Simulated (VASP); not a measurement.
# TiO2 (Rutile): time-dependent DFT spectra

Aim: the absorption of TiO2 (Rutile) from time-dependent DFT with and without exact exchange. The cell is of the rutile type, one of the forms listed for this formula. The start is a cell from a database of measured crystal structures.

Program: VASP 6.6.1. Level of theory: LDA, no spin polarisation; plane waves and PAW (Ti_sv, O), in the first sound run; inputs show where later runs differ. Results are calculated unless marked as measured.

### Step 1. Set-up

It takes space group P4_2/mnm (No. 136, tetragonal). The conventional cell has a = 4.592 Å, b = 4.592 Å, c = 2.957 Å, α = 90.00°, β = 90.00°, γ = 90.00°. Nearest to Ti lie 6 O at 1.95 to 1.98 Å. Nearest to O lie 3 Ti at 1.95 to 1.98 Å. Farther neighbours and most contacts between anions are not listed.

### Step 2. Ground state at LDA

The orbitals come from a self-consistent LDA run. A small SIGMA keeps every occupation at zero or full.

The input, INCAR:

```
SYSTEM = TiO2
PREC = Accurate
ENCUT = 420
EDIFF = 1E-08
NELM = 100
ISMEAR = 0
SIGMA = 0.01
LREAL = .FALSE.
ALGO = Normal
GGA = CA
NBANDS = 30
LASPH = .TRUE.
LORBIT = 11
LWAVE = .TRUE.
LCHARG = .FALSE.
KPAR = 8
```

The input, POSCAR:

```
TiO2
1.0
    4.5922000000      0.0000000000      0.0000000000
    0.0000000000      4.5922000000      0.0000000000
    0.0000000000      0.0000000000      2.9574000000
Ti O
2 4
Direct
    0.5000000000      0.5000000000      0.5000000000
    0.0000000000      0.0000000000      0.0000000000
    0.8049600000      0.1950400000      0.5000000000
    0.6950400000      0.6950400000      0.0000000000
    0.1950400000      0.8049600000      0.5000000000
    0.3049600000      0.3049600000      0.0000000000
```

The input, KPOINTS:

```
Automatic mesh
0
Gamma
4 4 6
0 0 0
```

Potentials, in the order of the species: Ti_sv and O (PBE family, release 64).

Started as:

```bash
mpirun -np 8 vasp_std
```

What it wrote:

```text
[banner, memory and clock lines left out]
running    8 mpi-ranks, on    1 nodes
 distrk:  each k-point on    1 cores,    8 groups
 distr:  one band on    1 cores,    1 groups

 POSCAR found type information on POSCAR TiO
 POSCAR found :  2 types and       6 ions
|                                                                             |
|           W    W    AA    RRRRR   N    N  II  N    N   GGGG   !!!           |
|           W    W   A  A   R    R  NN   N  II  NN   N  G    G  !!!           |
|           W    W  A    A  R    R  N N  N  II  N N  N  G       !!!           |
|           W WW W  AAAAAA  RRRRR   N  N N  II  N  N N  G  GGG   !            |
|           WW  WW  A    A  R   R   N   NN  II  N   NN  G    G                |
|           W    W  A    A  R    R  N    N  II  N    N   GGGG   !!!           |
|                                                                             |
|     For optimal performance we recommend to set                             |
|       NCORE = 2 up to number-of-cores-per-socket                            |
|     NCORE specifies how many cores store one orbital (NPAR=cpu/NCORE).      |
|     This setting can greatly improve the performance of VASP for DFT.       |
|     The default, NCORE=1 might be grossly inefficient on modern             |
|     multi-core architectures or massively parallel machines. Do your        |
|     Unfortunately you need to use the default for GW and RPA                |
|     calculations (for HF NCORE is supported but not extensively tested      |
|     yet).                                                                   |
|                                                                             |

|                                                                             |
|               ----> ADVICE to this user running VASP <----                  |
|                                                                             |
|     You enforced a specific xc type in the INCAR file but a different       |
|     [... a line on the potential file left out ...]
|     I HOPE YOU KNOW WHAT YOU ARE DOING!                                     |
|                                                                             |

 LDA part: xc-table for (Slater(with rela. corr.)+CA(PZ))
 , standard interpolation
 POSCAR, INCAR and KPOINTS ok, starting setup
 FFT: planning ... GRIDC
 FFT: planning ... GRID_SOFT
 FFT: planning ... GRID
 WAVECAR not read
 entering main loop
       N       E                     dE             d eps       ncg     rms          rms(c)
DAV:   1     0.599136979287E+03    0.59914E+03   -0.21684E+04  1440   0.163E+03
DAV:   2     0.145565690542E+02   -0.58458E+03   -0.55484E+03  1672   0.508E+02
DAV:   3    -0.712446971265E+02   -0.85801E+02   -0.84783E+02  2148   0.187E+02
DAV:   4    -0.753239028977E+02   -0.40792E+01   -0.40751E+01  1950   0.395E+01
DAV:   5    -0.754882195390E+02   -0.16432E+00   -0.16430E+00  1926   0.628E+00    0.315E+01
DAV:   6    -0.596212858284E+02    0.15867E+02   -0.95808E+01  1758   0.957E+01    0.118E+01
DAV:   7    -0.592140162789E+02    0.40727E+00   -0.14911E+01  1730   0.320E+01    0.849E+00
DAV:   8    -0.591495364983E+02    0.64480E-01   -0.41605E+00  1684   0.203E+01    0.469E+00
DAV:   9    -0.589059322177E+02    0.24360E+00   -0.15514E+00  1684   0.121E+01    0.118E+00
DAV:  10    -0.589126205606E+02   -0.66883E-02   -0.11920E-01  1786   0.266E+00    0.458E-01
DAV:  11    -0.589092887387E+02    0.33318E-02   -0.14605E-02  1682   0.880E-01    0.849E-02
DAV:  12    -0.589094469845E+02   -0.15825E-03   -0.13231E-03  1600   0.380E-01    0.148E-01
DAV:  13    -0.589092420346E+02    0.20495E-03   -0.67537E-04  1758   0.240E-01    0.301E-02
DAV:  14    -0.589092400653E+02    0.19693E-05   -0.33570E-05  1812   0.490E-02    0.110E-02
DAV:  15    -0.589092404026E+02   -0.33726E-06   -0.29530E-06  2070   0.114E-02    0.283E-03
DAV:  16    -0.589092403401E+02    0.62508E-07   -0.42653E-07  1758   0.395E-03    0.174E-03
DAV:  17    -0.589092403336E+02    0.64547E-08   -0.67992E-08  1736   0.280E-03
   1 F= -.58909240E+02 E0= -.58909240E+02  d E =-.210099-148
 writing wavefunctions
```

Run time: 3.8 s. Hardware: 8 MPI ranks of Intel Xeon 6975P-C (Granite Rapids), shared host; peak memory 1.2 GiB; 25 s of CPU time.

Lines that name or quote the potential files are left out of all logs, and their timing lines are given in words.

Parts of OUTCAR (step 2):

```text
ion  position               nearest neighbor table
   1  0.500  0.500  0.500-   4 1.95   6 1.95   4 1.95   6 1.95   5 1.98   3 1.98
   2  0.000  0.000  0.000-   3 1.95   5 1.95   3 1.95   5 1.95   4 1.98   6 1.98
   3  0.805  0.195  0.500-   2 1.95   2 1.95   1 1.98
   4  0.695  0.695  0.000-   1 1.95   1 1.95   2 1.98
   5  0.195  0.805  0.500-   2 1.95   2 1.95   1 1.98
   6  0.305  0.305  0.000-   1 1.95   1 1.95   2 1.98

  LATTYP: Found a simple tetragonal cell.
 ALAT       =     4.5922000000
 C/A-ratio  =     0.6440050520

 Subroutine GETGRP returns: Found 16 space group operations
 (whereof  8 operations were pure point group operations)

The static configuration has the point symmetry D_2h.
 The point group associated with its full space group is D_4h.

 Found     24 irreducible k-points:

   k-points           NKPTS =     24   k-points in BZ     NKDIM =     24   number of bands    NBANDS=     30

   dimension x,y,z NGX =    32 NGY =   32 NGZ =   20
   dimension x,y,z NGXF=    64 NGYF=   64 NGZF=   40

   ENCUT  =  420.0 eV  30.87 Ry    5.56 a.u.   7.67  7.67  4.94*2*pi/ulx,y,z

   NELECT =      48.0000    total number of electrons

 k-points in reciprocal lattice and weights: Automatic mesh
   0.00000000  0.00000000  0.00000000       0.010
   0.25000000  0.00000000  0.00000000       0.042
   0.50000000  0.00000000  0.00000000       0.021
   0.25000000  0.25000000  0.00000000       0.042
   0.50000000  0.25000000  0.00000000       0.042
   0.50000000  0.50000000  0.00000000       0.010
   0.00000000  0.00000000  0.16666667       0.021
   0.25000000  0.00000000  0.16666667       0.083
   0.50000000  0.00000000  0.16666667       0.042
[...]
0.50000000  0.25000000  0.50000000       0.042
   0.50000000  0.50000000  0.50000000       0.010

 average (electrostatic) potential at core
       1 -75.8641       2 -75.8641       3 -69.2834       4 -69.2834       5 -69.2834
       6 -69.2834

 E-fermi :   4.6719

 k-point     1 :       0.0000    0.0000    0.0000
  band No.  band energies     occupation
    ...
     20       2.4903      2.00000
     21       3.7856      2.00000
     22       4.0376      2.00000
     23       4.0376      2.00000
     24       4.4895      2.00000
     25       6.2711      0.00000
     26       6.5703      0.00000
     27       6.8206      0.00000
     28       6.9096      0.00000
     29       6.9096      0.00000
    ...

 k-point     2 :       0.2500    0.0000    0.0000
  band No.  band energies     occupation
    ...
     20       2.5322      2.00000
     21       3.0326      2.00000
     22       3.4152      2.00000
     23       3.6589      2.00000
     24       4.2549      2.00000
     25       6.5754      0.00000
     26       6.8991      0.00000
     27       7.1411      0.00000
     28       7.2138      0.00000
     29       7.2362      0.00000
    ...

 k-point     3 :       0.5000    0.0000    0.0000
  band No.  band energies     occupation
    ...
     20       1.4206      2.00000
     21       2.8279      2.00000
     22       2.8279      2.00000
     23       3.7322      2.00000
     24       3.7322      2.00000
     25       6.9555      0.00000
     26       6.9555      0.00000
     27       7.4442      0.00000
     28       7.4442      0.00000
     29       8.0098      0.00000
    ...

  Total       -4.0455248     -4.0455248     -5.0921513      0.0000000      0.0000000      0.0000000
  in kB     -103.9282919   -103.9282919   -130.8158069      0.0000000      0.0000000      0.0000000
  external PRESSURE =    -112.8907969 kB  Pullay stress =       0.0000000 kB

  energy-cutoff  :      420.00
  volume of cell :       62.37
      direct lattice vectors                 reciprocal lattice vectors
     4.592200000  0.000000000  0.000000000     0.217760550  0.000000000  0.000000000
     0.000000000  4.592200000  0.000000000     0.000000000  0.217760550  0.000000000
     0.000000000  0.000000000  2.957400000     0.000000000  0.000000000  0.338134848

 POSITION                                       TOTAL-FORCE (eV/Angst)
 -----------------------------------------------------------------------------------
      2.29610      2.29610      1.47870        -0.000000      0.000000      0.000000
      0.00000      0.00000      0.00000        -0.000000      0.000000      0.000000
      3.69654      0.89566      1.47870        -0.004196      0.004196     -0.000000
      3.19176      3.19176      0.00000         0.004196      0.004196     -0.000000
      0.89566      3.69654      1.47870         0.004196     -0.004196      0.000000
      1.40044      1.40044      0.00000        -0.004196     -0.004196      0.000000
 -----------------------------------------------------------------------------------
    total drift:                                0.000000     -0.000000     -0.000000

  FREE ENERGIE OF THE ION-ELECTRON SYSTEM (eV)
  ---------------------------------------------------
  free  energy   TOTEN  =       -58.9092403336 eV

  energy  without entropy=      -58.9092403336  energy(sigma->0) =      -58.90924033

 total charge
# of ion       s       p       d       tot
------------------------------------------
    1        2.224   6.309   1.747  10.280
    2        2.224   6.309   1.747  10.280
    3        1.578   3.483   0.000   5.061
    4        1.578   3.483   0.000   5.061
    5        1.578   3.483   0.000   5.061
    6        1.578   3.483   0.000   5.061
--------------------------------------------------
tot         10.760  26.550   3.493  40.804

[... 3 further parts left out ...]
```

The gap is read on the k-mesh alone, so it is an upper bound where the band edges lie off the mesh. The PAW data sets were made with PBE, though LDA sets exist; this is a small mismatch.

A gap read on the k-mesh alone can miss the band edges.

Numbers from this step:

```yaml
free_energy_toten: -58.9092 eV
fermi_energy: 4.672 eV
pressure: -11.29 GPa
gap_on_the_k_mesh: 1.782 eV
least_direct_gap_on_the_k_mesh: 1.782 eV
```

### Step 3. Empty bands, functional LDA

ALGO = Exact diagonalises the converged Hamiltonian in one step, and LOPTICS writes the k-derivatives of the orbitals (WAVEDER), which give the transition dipoles.

The input, INCAR:

```
SYSTEM = TiO2
PREC = Accurate
ENCUT = 420
ISMEAR = 0
SIGMA = 0.01
LREAL = .FALSE.
GGA = CA
NBANDS = 40
LASPH = .TRUE.
ALGO = Exact
NELM = 1
LWAVE = .TRUE.
LCHARG = .FALSE.
LOPTICS = .TRUE.
NEDOS = 1000
CSHIFT = 0.1
```

POSCAR is that of step 2.

KPOINTS is that of step 2.

Started as:

```bash
mpirun -np 8 vasp_std
```

What it wrote:

```text
[banner, memory and clock lines left out]
running    8 mpi-ranks, on    1 nodes
 distrk:  each k-point on    8 cores,    1 groups
 distr:  one band on    1 cores,    8 groups

 POSCAR found type information on POSCAR TiO
 POSCAR found :  2 types and       6 ions
 [... a notice as in an earlier step ...]

 [... a notice as in an earlier step ...]

 LDA part: xc-table for (Slater(with rela. corr.)+CA(PZ))
 , standard interpolation
 found WAVECAR, reading the header
  number of bands has changed, file:    30 present:    40
  trying to continue reading WAVECAR, but it might fail
 POSCAR, INCAR and KPOINTS ok, starting setup
 FFT: planning ... GRIDC
 FFT: planning ... GRID_SOFT
 FFT: planning ... GRID
 reading WAVECAR
 random initialization beyond band           30
 the WAVECAR file was read successfully
 initial charge from wavefunction
 entering main loop
       N       E                     dE             d eps       ncg     rms          rms(c)
DIA:   1    -0.589092403579E+02   -0.58909E+02    0.00000E+00     0   0.000E+00
   1 F= -.58909240E+02 E0= -.58909240E+02  d E =-.371436E-57
 writing wavefunctions
 optical routines
 imaginary and real dielectric function
 recalculating local potential from charge density
 direction            1
 direction            2
 direction            3
```

Elapsed: 12 s, on 8 MPI ranks; peak memory 1.9 GiB.

OUTCAR, selected parts (step 3):

```text
 Found     24 irreducible k-points:

   k-points           NKPTS =     24   k-points in BZ     NKDIM =     24   number of bands    NBANDS=     40

   NELECT =      48.0000    total number of electrons

 E-fermi :   4.6004

 k-point     1 :       0.0000    0.0000    0.0000
  band No.  band energies     occupation
    ...
     20       2.4904      2.00000
     21       3.7857      2.00000
     22       4.0377      2.00000
     23       4.0377      2.00000
     24       4.4897      2.00000
     25       6.2710      0.00000
     26       6.5703      0.00000
     27       6.8205      0.00000
     28       6.9095      0.00000
     29       6.9095      0.00000
    ...

 k-point     2 :       0.2500    0.0000    0.0000
  band No.  band energies     occupation
    ...
     20       2.5324      2.00000
     21       3.0328      2.00000
     22       3.4153      2.00000
     23       3.6590      2.00000
     24       4.2550      2.00000
     25       6.5754      0.00000
     26       6.8991      0.00000
     27       7.1410      0.00000
     28       7.2138      0.00000
     29       7.2362      0.00000
    ...

  Total       -4.0493249     -4.0493249     -5.0972935     -0.0000000      0.0000000      0.0000000
  in kB     -104.0259166   -104.0259166   -130.9479084     -0.0000000      0.0000000      0.0000000
  external PRESSURE =    -112.9999139 kB  Pullay stress =       0.0000000 kB

 POSITION                                       TOTAL-FORCE (eV/Angst)
 -----------------------------------------------------------------------------------
      2.29610      2.29610      1.47870         0.000000      0.000000      0.000000
      0.00000      0.00000      0.00000         0.000000      0.000000      0.000000
      3.69654      0.89566      1.47870        -0.004186      0.004186      0.000000
      3.19176      3.19176      0.00000         0.004186      0.004186      0.000000
      0.89566      3.69654      1.47870         0.004186     -0.004186      0.000000
      1.40044      1.40044      0.00000        -0.004186     -0.004186      0.000000
 -----------------------------------------------------------------------------------
    total drift:                                0.000000     -0.000000     -0.000000

  FREE ENERGIE OF THE ION-ELECTRON SYSTEM (eV)
  ---------------------------------------------------
  free  energy   TOTEN  =       -58.9092403579 eV

  energy  without entropy=      -58.9092403579  energy(sigma->0) =      -58.90924036

 plasma frequency squared (from intraband transitions) (eV^2)
  --------------------------------------------------------------------------------------
       0.000      -0.000       0.000
      -0.000       0.000       0.000
       0.000       0.000       0.000

[... 8 parts as in an earlier step ...]

[... 5 further parts left out ...]
```

Numbers from this step:

- gap on the k-mesh: 1.781 eV
- least direct gap on the k-mesh: 1.781 eV

WAVECAR now holds 40 bands for 48 electrons. Its independent-particle dielectric tensor has xx, yy, zz = 7.5, 7.5, 9.1 on this mesh, which isn't tested for convergence in mesh or bands and lacks local fields.

[end of part 1 of 4]

[Lines on the potential files, build, host, timing and source positions are cut from VASP's logs without a mark.]

[Logs are printed without paths, hosts, clocks, repeated set-up lines and the standing remarks that a program may print on its own settings, such as how far it seeks lower states.]

[Hosts, paths, dates, database ids (printed as entryN), source tags and the programs' standing remarks are cut or masked in the printed files.]

[Pressures printed for these runs are not shown converged in the cutoff: they can be off by several GPa and have the wrong sign.]
